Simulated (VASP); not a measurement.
A convergence study with VASP on HfB₂ (AlB2 type): one setting is varied, all else stays as given below, so the limit is that of these other settings. Each run relaxes cell and ions from the cell shown. The basis is that of the starting cell, so low cut-offs carry a Pulay error.

```
HfB2
1.0
    1.57000    -2.71932     0.00000
    1.57000     2.71932     0.00000
    0.00000     0.00000     3.48000
Hf B
1 2
Direct
  0.00000   0.00000   0.00000
  0.33333   0.66667   0.50000
  0.66667   0.33333   0.50000
```

Computed with PBE GGA, VASP's PBE PAW potentials (set 64) (plane waves; VASP). The tightest run used: 800 eV cut-off, 10×10×8 Γ-centred mesh, first-order Methfessel-Paxton smearing of 0.10 eV, potentials Hf_pv B.

```csv
setting,relaxed volume (Å³/atom),E (eV/atom),plane waves
ENCUT = 250,9.771,-8.7558,280
ENCUT = 300,9.884,-8.7876,370
ENCUT = 350,9.932,-8.7976,454
```

**Question.** These are the cheaper rows. Estimate the results at ENCUT = 800, and how far the last row shown lies from them.

**Answer.** 
| quantity | tightest run | last row shown is off by |
|---|---|---|
| relaxed volume (Å³/atom) | 9.948 | -0.016 |
| E (eV/atom) | -8.8006 | 0.0030 |

Left out are rungs that failed or repeat a setting and relaxations that didn't move; long series are thinned to 24 rows.

The compound is HfB2 in the AlB2 type structure.
